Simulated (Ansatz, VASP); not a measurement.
**NbTe: VASP beside Ansatz**

```
Te Nb
1.0
     3.65293    0.00000    0.00000
    -1.82646    3.16353    0.00000
     0.00000    0.00000    3.64428
Te Nb
1 1
Cartesian
  1.8265 1.0545 0.0000
  0.0000 0.0000 1.8221
```

Change from the starting cell: volume scaled by 0.96.

Alike in both runs: task single point; functional PBEsol; k mesh 8 × 8 × 7; occupations fermi-dirac, width 0.05 eV; no spin polarisation.

|  | VASP | Ansatz |
| --- | --- | --- |
| version | VASP 6.6.1 | Ansatz 0.2.0 |
| potentials or method | VASP PAW PBE potentials, release 64 (Te, Nb_sv) | Ansatz PAW |
| plane-wave cutoff (eV) | 520 | 420 |
| valence electrons in the cell | 19 | 29 |

Ansatz gave:

```
gap on the k mesh at the Fermi level (eV)       : none
pressure (GPa)                                  : -0.2
largest component of the traceless stress (GPa) : 0.98
```

Estimate VASP's values.

gap on the k mesh at the Fermi level (eV): none; pressure (GPa): -0.3; largest component of the traceless stress (GPa): 0.96.

A gap of «none» marks a metal or a gap that the smearing closes. The two sets of potentials don't hold the same shells in valence.

Caveats: the PAW data sets were made with another functional, which shifts forces and pressure a little (VASP); the PAW data sets come from PBE, with cores solved anew for the run's functional, which leaves a small shift of forces and pressure (Ansatz). The runs have no spin-orbit coupling, so splittings on Te are missing.
